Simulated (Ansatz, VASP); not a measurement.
# Ga2SeS in two plane-wave programs

Wanted: the spread between two codes on one cell, functional and k mesh. The structure shown is the start of the Ansatz relaxation below; VASP solves that cell, so the two are compared at the walk's first step.

Method: plane waves, with VASP 6.6.1 beside it; single point at LDA, in Ansatz 0.2.0.

### 1. The structure

The cell holds 4 atoms: 1 Se, 2 Ga and 1 S. Cell: a = 3.692 Å, b = 6.394 Å, c = 33.377 Å, α = 90.0°, β = 90.0°, γ = 30.0°. As first built, before any earlier steps moved the atoms (in the runner's words): the S of the upper face replaced by Se in a single layer of GaS. Vacuum lies along c. The height across the vacuum is the one that the program set for its solve, not the one typed.

As a file:

```cif
data_structure
_symmetry_space_group_name_H-M 'P 1'
_symmetry_Int_Tables_number 1
_cell_length_a 3.6916
_cell_length_b 6.3940
_cell_length_c 33.3765
_cell_angle_alpha 90.000
_cell_angle_beta 90.000
_cell_angle_gamma 30.000
_cell_volume 393.91
loop_
_atom_site_label
_atom_site_type_symbol
_atom_site_fract_x
_atom_site_fract_y
_atom_site_fract_z
_atom_site_occupancy
Se1 Se 0.00000 0.66667 0.38108 1
Ga2 Ga 0.00000 0.00000 0.34761 1
Ga3 Ga 0.00000 0.00000 0.27109 1
S4 S 0.00000 0.66667 0.23762 1
```

### 2. Ansatz: relaxation, LDA

Ansatz runs on its default PAW (the set named soft_2) files.

The two programs are compared at the cell with which this relaxation starts, whose forces are those of its first step.

Input file input.yaml:

```yaml
crystal:
  lattice:
    - [3.6916024221, 0.0, 0.0]
    - [5.5374036331, 3.1970214782, 0.0]
    - [0.0, 0.0, 20.65]
  atoms:
    - { symbol: Se, position: [0.0, 0.6666666667, 0.61593876] }
    - { symbol: Ga, position: [0.0, 0.0, 0.56183401] }
    - { symbol: Ga, position: [0.0, 0.0, 0.43816599] }
    - { symbol: S, position: [0.0, 0.6666666667, 0.38406124] }
  periodic: [true, true, false]
kpoints:
  mp_grid: { grid: [12, 12, 1] }
scf:
  occupations: { method: fermi_dirac, width: 0.05 }
hamiltonian:
  xc: lda
output:
  forces: true
  stress: true
  write_density: true
  write_potential: true
  elf: true
  volumetric_format: npy
relax:
  f_tol: 0.02
  max_steps: 50
  cell: {}
```

Started as:

```console
ansatz run input.yaml --threads 2 --pin off --max-ram 5120MiB --backend cpu --events-out ev --progress --plain --runs-dir out
```

Numbers of over 12 decimals in the logs are rounded to 6 here.

Output:

```text
Warning: crystal.periodic: the lattice vector that does not repeat stood 0.000° off the slab's normal, 20.650 Å along it as the deck builds it. The run solves the slab on a vector along the normal, 33.377 Å long, with every atom where it was (on the deck's vector they left 15.86 Å outside them, and the widest stretch free of ions among them is 2.55 Å). A fractional position that the run reports is one of the run's ce [...]
crystal.periodic: the lattice vector that does not repeat stood 0.000° off the slab's normal, 20.650 Å along it as the deck builds it. The run solves the slab on a vector along the normal, 33.377 Å long, with every atom where it was (on the deck's vector they left 15.86 Å outside them, and the widest stretch free of ions among them is 2.55 Å). A fractional position that the run reports is one of the run's cell, which [...]
Engine: ansatz 0.2.0, x86_64-unknown-linux-gnu
Pseudopotentials: kind: paw
Pseudopotential: Se, paw, valence charge 16, recommended cutoff 420 eV (normal), Se.paw.azcp
Pseudopotential: Ga, paw, valence charge 13, recommended cutoff 420 eV (normal), Ga.paw.azcp
Pseudopotential: S, paw, valence charge 6, recommended cutoff 420 eV (normal), S.paw.azcp
Functional definition: SPW92
  exchange = slater_x
  correlation = pw_c
Crystal: 4 atoms, lattice volume = 393.914 Å³
Basis set: ecut = 420 eV, 7707 PW (Γ)
Bands: 29, of which v1, the nominal top of the filled ones, is band 24 counted from 1 (23 counted from 0)
Symmetry: 6 space group operations
Space group: P3m1 (ITA 156), of the structure as read, at distance tolerance 7.3e-5 Å
k-points: 19 of 144 (time reversal used)
Non-local potential: Se, projectors of the file, l = 0: 2, l = 1: 2, l = 2: 3, l = 3: 1
Non-local potential: Ga, projectors of the file, l = 0: 2, l = 1: 2, l = 2: 3, l = 3: 1
Non-local potential: S, projectors of the file, l = 0: 2, l = 1: 2, l = 2: 2
PAW form: soft (Blöchl's): semilocal exchange-correlation on the pseudo side does not see the compensation charge
PAW frozen core: Se, regenerated for the run's functional, and the local potential with it (the file was generated under x = pbe(κ = 0.804, μ = 0.219515), c = pbe(β = 0.066725))
PAW frozen core: Ga, regenerated for the run's functional, and the local potential with it (the file was generated under x = pbe(κ = 0.804, μ = 0.219515), c = pbe(β = 0.066725))
PAW frozen core: S, regenerated for the run's functional, and the local potential with it (the file was generated under x = pbe(κ = 0.804, μ = 0.219515), c = pbe(β = 0.066725))
PAW one-centre angular grid: Se, 590 points (default); XC on 64 Gauss nodes
PAW one-centre angular grid: Ga, 590 points (default); XC on 64 Gauss nodes
PAW one-centre angular grid: S, 110 points (default); XC on 64 Gauss nodes
[...]
SCF iter   3: F=—  HF=-13669.003924 eV  |F-HF|=—  |Δ(HF+E_count)|=   7.49e-6  Δρ=3.25e-5  dr2=1.07e-5  ethr=1.35e-7  ⟨swp⟩=2.1  Hψ=645  notcnv=0
SCF iter   4: F=—  HF=-13669.003913 eV  |F-HF|=—  |Δ(HF+E_count)|=   1.17e-5  Δρ=1.76e-5  dr2=1.15e-6  ethr=2.23e-8  ⟨swp⟩=2.4  Hψ=766  notcnv=0
SCF iter   5: F=—  HF=-13669.003913 eV  |F-HF|=—  |Δ(HF+E_count)|=   1.97e-7  Δρ=5.25e-6  dr2=6.15e-8  ethr=2.39e-9  ⟨swp⟩=2.5  Hψ=926  notcnv=0
SCF iter   6: F=-13669.003913 eV  HF=-13669.003913 eV  |F-HF|=5.48e-10  |Δ(HF+E_count)|=   9.22e-9  Δρ=1.45e-6  dr2=5.18e-9  ethr=9.63e-11  ⟨swp⟩=12.3  Hψ=4779  notcnv=0
SCF 5 converged in 6 iterations: F = -13669.003913 eV  dr2 = 5.18e-9
relax step   5: F+E_penalty+E_count = -13669.00391256 eV  Δ(F+E_penalty+E_count) = -4.719e-5 eV  max|allowed force component| = 1.025e-2 eV/Å  Δτ_max = 0.0041 Å  P = -0.008 N/m  Ω = 378.289 Å³  energy of the carried Pulay correction = +6.315e-4 eV  fix = [c, alpha, beta]  reactions: c -0.000 N/m  (6 SCF iters, dr2 threshold 4.62e-8 eV, accepted)
Initial wavefunctions: pseudopotential atomic-orbital guess (no wavefunctions were taken with the density)
iter 1 solved again at ethr=2.71e-7 eV; its pass at ethr=3.10e-3 eV (dr2=1.30e-4 eV) is discarded
SCF iter   1: F=—  HF=-13669.003297 eV  |F-HF|=—  |Δ(HF+E_count)|=         —  Δρ=1.97e-5  dr2=3.57e-7  ethr=2.71e-7  ⟨swp⟩=5.1  Hψ=5705  notcnv=0
preconditioner: auto → Resta (q_TF=auto, 1.934 Å⁻¹)  ε∞=1.7  [insulator: Δε(μ)=2.322 eV  Ē_g=14.409 eV  σ=0.050 eV  W_gap=1.00  n_scr=20 (ndim 8)  ℏωp=11.8 eV  f_vac=0.751  D(μ)=0.00/eV (n_scr^D=0)  ε∞_Penn≈1.7  vacuum switching on, ρ_ref=1.5e-2 e/Å³]
SCF iter   2: F=—  HF=-13669.003288 eV  |F-HF|=—  |Δ(HF+E_count)|=   9.27e-6  Δρ=1.42e-5  dr2=2.76e-7  ethr=7.45e-10  ⟨swp⟩=3.8  Hψ=1474  notcnv=0
SCF iter   3: F=—  HF=-13669.003288 eV  |F-HF|=—  |Δ(HF+E_count)|=   4.01e-8  Δρ=2.89e-6  dr2=9.28e-8  ethr=5.76e-10  ⟨swp⟩=2.1  Hψ=931  notcnv=0
SCF iter   4: F=—  HF=-13669.003288 eV  |F-HF|=—  |Δ(HF+E_count)|=   9.85e-9  Δρ=1.89e-6  dr2=1.75e-7  ethr=1.93e-10  ⟨swp⟩=3.1  Hψ=1069  notcnv=0
SCF iter   5: F=—  HF=-13669.003288 eV  |F-HF|=—  |Δ(HF+E_count)|=   1.99e-8  Δρ=5.08e-7  dr2=3.14e-9  ethr=1.93e-10  ⟨swp⟩=2.0  Hψ=655  notcnv=0
SCF iter   6: F=—  HF=-13669.003288 eV  |F-HF|=—  |Δ(HF+E_count)|=  2.35e-10  Δρ=1.82e-7  dr2=7.33e-11  ethr=6.54e-12  ⟨swp⟩=2.6  Hψ=983  notcnv=0
SCF iter   7: F=-13669.003288 eV  HF=-13669.003288 eV  |F-HF|=1.82e-11  |Δ(HF+E_count)|=  2.91e-11  Δρ=9.25e-8  dr2=1.25e-11  ethr=1.00e-12  ⟨swp⟩=11.7  Hψ=3974  notcnv=0
SCF 6 converged in 7 iterations: F = -13669.003288 eV  dr2 = 1.25e-11
relax step   6: F+E_penalty+E_count = -13669.00328798 eV  Δ(F+E_penalty+E_count) = +6.246e-4 eV  max|allowed force component| = 1.006e-2 eV/Å  Δτ_max = 0.0000 Å  P = -0.008 N/m  Ω = 378.289 Å³  fix = [c, alpha, beta]  reactions: c -0.000 N/m  stress off target by 7.98e-3 N/m on what of the cell is left free  SCF on the basis re-selected at this cell (its energy is not comparable with the rows above)  (7 SCF iters)
basis re-selected at this cell: Δ(F+E_penalty+E_count) = +6.246e-4 eV, ΔP = -0.000 N/m vs the last step (what re-selecting the basis moved, of the pressure what is left beyond the Pulay correction that the steps carried, after the strain that the cell walked since its last selection, with what the two solves' SCF thresholds leave and, on support functions, any second-order correction that the steps lacked; it is no m [...]
WARN: The output density's exchange-correlation potential varies sharply where the density is thin. Do not read a vacuum level from v_tot or v_xc, or from such a field of the output density. On a cell that repeats whose density bears no net charge and no dipole along the vacuum's axis use v_es (v_loc + v_h of the components); under efield.dipole_correction with no amplitude use v_es + v_field, which holds any externa [...]
SCF converged after 7 iterations
Free energy (F): -13669.003288 eV
Harris-Foulkes:  -13669.003288 eV  (|F-HF|=1.82e-11)
Internal energy: -13669.003288 eV  (E = F + TS)
E sigma→0 (E₀):  -13669.003288 eV
Fermi energy:    -5.035107 eV
--- Per-component energies (eV) ---
  E_band       = -1143.665985
  E_kinetic    = 459.280725
  E_local      = -121980.549066  (includes V_loc(G=0)·N_el)
  E_nonlocal   = 293.764985
  E_hartree    = 60503.367503
  E_xc         = -337.739582
  E_vxc        = -303.740851  (∫ρ·V_xc dr)
  E_paw        = -6221.059246  (= ΣΔE_a)
  E_vpaw       = -619.156083  (= ΣTr[D̂ρ^β])
  E_aug_tail   = -0.000841  (compensation charges beyond the density's cutoff)
  E_ewald      = 53608.104713
  E_core_change = 5.827520  (= ΣΔE_core)
  E_smearing   = -0.000000  (= −TS)
  E_closure    = -0.000000  (closes the sum)
  Σ components = -13669.003288   (vs F -13669.003288, Δ=0.00e0)
--- Forces (eV/Å), atoms counted from 1 ---
  atom   1  Se    -0.00000000     0.00000000    -0.00951849
  atom   2  Ga     0.00000000    -0.00000000     0.00768710
  atom   3  Ga     0.00000000    -0.00000000    -0.00215262
  atom   4  S     -0.00000000     0.00000000     0.00613029
  max |Σ_I F_I| component: 2.15e-3 eV/Å
--- 2D stress c σ (N/m, compression-positive) ---
       -0.007979      -0.000000       0.000000
       -0.000000      -0.007979       0.000000
        0.000000       0.000000      -0.000000
  P = ½ c Tr σ = -0.0080 N/m
--- Band table (eV; the first three rows and the last of 19) ---
  k-point 0: bands = [... 20 lower, -7.2688, -6.3649, -6.2549, -6.2549, -3.8628, -2.7275, -1.1093, -1.1093, ... 1 higher]
  k-point 1: bands = [... 20 lower, -7.3776, -6.9190, -6.3889, -6.2701, -3.4126, -2.2710, -1.4430 (-1.4430°), -0.9599, ... 1 higher]
  k-point 2: bands = [... 20 lower, -8.0019, -7.6504, -6.7160, -6.2358, -2.8704, -2.4870, -1.0466 (-1.0466°), -0.6459, ... 1 higher]
  k-point 18: bands = [... 20 lower, -9.9187, -8.4506, -7.7486, -7.6954, -3.6679, -2.4736, -1.3109, -0.6193, ... 1 higher]
  ° read free of the cell's end (the report's vacuum.weakly_bound_levels)
--- Relaxed structure (5 steps of the walk, 5 accepted, 1 SCFs on fresh bases) ---
  F+E_penalty+E_count = -13669.00328798 eV   max|allowed force component| = 1.006e-2 eV/Å   (the final SCF, on the basis selected at the relaxed cell)
  cell:  # Å, volume = 378.2887 Å³
    - [3.617643, 2.828960758198367e-11, 0]
    - [5.426464, 3.132971, 0]
    - [0, 0, 33.376541576]
  atoms:
    - { symbol: Se, position: [0, 0.666667, 0.380208] }
    - { symbol: Ga, position: [-2.3245987825258916e-18, -1.8503717079240062e-17, 0.344132] }
    - { symbol: Ga, position: [6.685179650311824e-19, -1.8503717079240062e-17, 0.272091] }
    - { symbol: S, position: [0, 0.666667, 0.240964] }
```

### 3. VASP: single point, LDA, start cell

The same cell, functional (in two slightly different forms), mesh and smearing now go to VASP, with its own data sets.

Lines of VASP's logs that name or quote its potential files are left out, and so is its time.

Input file INCAR:

```
SYSTEM = Ga2SeS
PREC = Accurate
ENCUT = 400
EDIFF = 1E-06
NELM = 120
ISMEAR = -1
SIGMA = 0.05
LREAL = .FALSE.
ALGO = Normal
GGA = CA
NBANDS = 25
LORBIT = 11
LWAVE = .FALSE.
LCHARG = .FALSE.
ISIF = 2
LDIPOL = .TRUE.
IDIPOL = 3
DIPOL = 0.5 0.5 0.309
LVHAR = .TRUE.
LASPH = .TRUE.
GGA_COMPAT = .FALSE.
EFERMI = MIDGAP
NELMDL = -8
```

Input file POSCAR:

```
Ga2SeS
1.0
    3.6916020000      0.0000000000      0.0000000000
    5.5374040000      3.1970210000      0.0000000000
    0.0000000000      0.0000000000     33.3765420000
Se Ga S
1 2 1
Direct
    0.9999995066      0.6666668752      0.3810800711
    0.0000000000      0.0000000000      0.3476055728
    0.0000000000      0.0000000000      0.2710924337
    0.9999995066      0.6666668752      0.2376179354
```

Input file KPOINTS:

```
Automatic mesh
0
Gamma
12 12 1
0 0 0
```

PAW data sets: Se, Ga_d and S (LDA family, release 64).

Started as:

```console
mpirun -np 1 vasp_std
```

Output:

```text
[banner, memory and clock lines left out]
running    1 mpi-ranks, on    1 nodes
 distrk:  each k-point on    1 cores,    1 groups
 distr:  one band on    1 cores,    1 groups

 POSCAR found type information on POSCAR SeGaS
 POSCAR found :  3 types and       4 ions
 LDA part: xc-table for (Slater(with rela. corr.)+CA(PZ))
 , standard interpolation
 POSCAR, INCAR and KPOINTS ok, starting setup
 FFT: planning ... GRIDC
 FFT: planning ... GRID_SOFT
 FFT: planning ... GRID
 WAVECAR not read
 entering main loop
       N       E                     dE             d eps       ncg     rms          rms(c)
DAV:   1     0.230035783040E+03    0.23004E+03   -0.14607E+04  1126   0.107E+03
DAV:   2     0.109035346567E+02   -0.21913E+03   -0.21517E+03  1212   0.249E+02
DAV:   3    -0.175305944682E+02   -0.28434E+02   -0.28265E+02  1316   0.956E+01
DAV:   4    -0.186017257194E+02   -0.10711E+01   -0.10691E+01  1372   0.205E+01
DAV:   5    -0.186191517119E+02   -0.17426E-01   -0.17423E-01  1395   0.264E+00
DAV:   6    -0.186195180852E+02   -0.36637E-03   -0.36634E-03  1388   0.371E-01
DAV:   7    -0.186195293687E+02   -0.11283E-04   -0.11283E-04  1388   0.648E-02
DAV:   8    -0.186195296368E+02   -0.26811E-06   -0.26791E-06  1140   0.979E-03    0.687E+00
DAV:   9    -0.182047796870E+02    0.41475E+00   -0.90122E-01  1444   0.158E+01    0.451E+00
DAV:  10    -0.181446325986E+02    0.60147E-01   -0.53039E-01  1124   0.592E+00    0.811E-01
DAV:  11    -0.181409488549E+02    0.36837E-02   -0.65634E-02  1219   0.474E+00    0.474E-01
DAV:  12    -0.181409419015E+02    0.69534E-05   -0.12064E-02  1276   0.907E-01    0.162E-01
DAV:  13    -0.181409350442E+02    0.68572E-05   -0.20686E-03  1140   0.641E-01    0.851E-02
DAV:  14    -0.181411018319E+02   -0.16679E-03   -0.48748E-04  1156   0.383E-01    0.369E-02
DAV:  15    -0.181411985634E+02   -0.96731E-04   -0.11886E-04  1154   0.151E-01    0.301E-02
DAV:  16    -0.181412461488E+02   -0.47585E-04   -0.32566E-05  1411   0.486E-02    0.213E-02
DAV:  17    -0.181414246190E+02   -0.17847E-03   -0.33695E-05  1011   0.105E-01    0.111E-02
DAV:  18    -0.181414854938E+02   -0.60875E-04   -0.86019E-06  1195   0.227E-02    0.938E-03
DAV:  19    -0.181415870376E+02   -0.10154E-03   -0.12742E-05   864   0.618E-02    0.111E-02
DAV:  20    -0.181416197333E+02   -0.32696E-04   -0.19020E-06   932   0.226E-02    0.390E-03
DAV:  21    -0.181416447176E+02   -0.24984E-04   -0.14828E-06   851   0.331E-02    0.287E-03
DAV:  22    -0.181416528012E+02   -0.80835E-05   -0.24251E-07   834   0.163E-02    0.102E-03
DAV:  23    -0.181416658159E+02   -0.13015E-04   -0.59546E-07   763   0.379E-03    0.133E-03
DAV:  24    -0.181416666511E+02   -0.83517E-06   -0.61239E-08   779   0.493E-03
   1 F= -.18141667E+02 E0= -.18141667E+02  d E =-.480382E-09
```

(Part 1 of 2 ends here.)

[Lines on the potential files, build, host, timing and source positions are cut from VASP's logs without a mark.]

[Logs are printed without paths, hosts, clocks, repeated set-up lines and the standing remarks that a program may print on its own settings, such as how far it seeks lower states.]

[Hosts, paths, dates, database ids (printed as entryN), source tags and the programs' standing remarks are cut or masked in the printed files.]
